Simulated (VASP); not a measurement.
VASP ran on this input.

### KPOINTS
```
Automatic mesh
0
Gamma
7 7 2
0 0 0
```

**POSCAR**
```
WS2
1.0
  3.1466776899   0.0000000000   0.0000000000
 -1.5733388450   2.7251026302   0.0000000000
  0.0000000000   0.0000000000  17.0024455922
W S
1 2
Cartesian
  0.0000000000   0.0000000000   0.0000000000
 -0.0000015734   1.8167359952  15.4348450920
 -0.0000015734   1.8167359952   1.5676005002
```

**INCAR**
```
LMAXMIX = 6
NELM = 100
ISIF = 3   ! ions, shape and volume
EDIFF = 1E-6   ! SCF stop (eV)
GGA = PS   ! PBEsol
SIGMA = 0.05   ! width (eV)
ALGO = Normal   ! blocked Davidson
LREAL = .FALSE.
LWAVE = .FALSE.
LCHARG = .FALSE.
PREC = Accurate
EDIFFG = -0.02   ! ionic stop
NSW = 60
SYSTEM = WS2
ENCUT = 400   ! plane-wave cut-off (eV)
IBRION = 2
ISMEAR = 0
LASPH = .TRUE.   ! aspherical one-centre terms
```

POTCAR, in this order: W_sv S (PBE.64 set). Program: vasp_std.

Problem. Translate this PBEsol calculation to Quantum ESPRESSO's pw.x.

Solution. One equivalent input (not run):
```
&CONTROL
  calculation = 'vc-relax'
  pseudo_dir = './pseudo'
  outdir = './out'
  tprnfor = .true.
  tstress = .true.
  nstep = 60
  forc_conv_thr = 0.00078
/
&SYSTEM
  ibrav = 0
  nat = 3
  ntyp = 2
  ecutwfc = 74
  occupations = 'smearing'
  smearing = 'gaussian'
  degauss = 0.003675
  input_dft = 'pbesol'
/
&ELECTRONS
  conv_thr = 7.3e-08
  electron_maxstep = 100
/
&IONS
/
&CELL
/
ATOMIC_SPECIES
  W 183.840 W.upf
  S 32.060 S.upf
CELL_PARAMETERS angstrom
     3.1466777   -0.0000000    0.0000000
    -1.5733388    2.7251026   -0.0000000
     0.0000000    0.0000000   17.0024456
ATOMIC_POSITIONS crystal
  W    0.0000000  0.0000000  0.0000000
  S    0.3333330  0.6666670  0.9078015
  S    0.3333330  0.6666670  0.0921985
K_POINTS automatic
  7 7 2 0 0 0
```
Limits of the translation: the potentials are each code's own (VASP's PAW set, PseudoDojo norm-conserving files in pw.x), so ENCUT and ecutwfc are chosen apart and not converted; conv_thr bounds pw.x's estimated SCF error, while EDIFF bounds the energy change between steps; forc_conv_thr acts on force components and is met together with etot_conv_thr.

The cell is a sheet with vacuum, built from a database entry that may be metastable or hypothetical.
